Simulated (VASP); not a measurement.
Input:

```
TiN
1.0
    0.00000     2.11891     2.11891
    2.11891     0.00000     2.11891
    2.11891     2.11891     0.00000
Ti N
1 1
Direct
  0.00000   0.00000   0.00000
  0.50000   0.50000   0.50000
```

Method: vdW-DF2, VASP's PBE PAW potentials (set 64) (plane waves; VASP). Run with 520 eV cut-off, 14×14×14 Γ-centred mesh, first-order Methfessel-Paxton smearing of 0.10 eV, potentials Ti_sv N.

**Question.** Predict the energy per atom (σ→0), pressure, band gap (on the k-mesh) with the smallest direct gap where there is one.

**Answer.** 
| Property | Value |
|---|---|
| band gap (on the k-mesh) | none (metal, semimetal or under 0.01 eV) |
| energy per atom (σ→0) | -7195 meV/atom |
| pressure | 17.33 GPa |

Only differences to runs with the same potentials and settings are physical.

The compound is TiN in the rock salt structure. This cell is one point of a volume scan, at 0.94 of the reference volume. The electron count is odd and the run is not spin-polarised, which forces a metal.
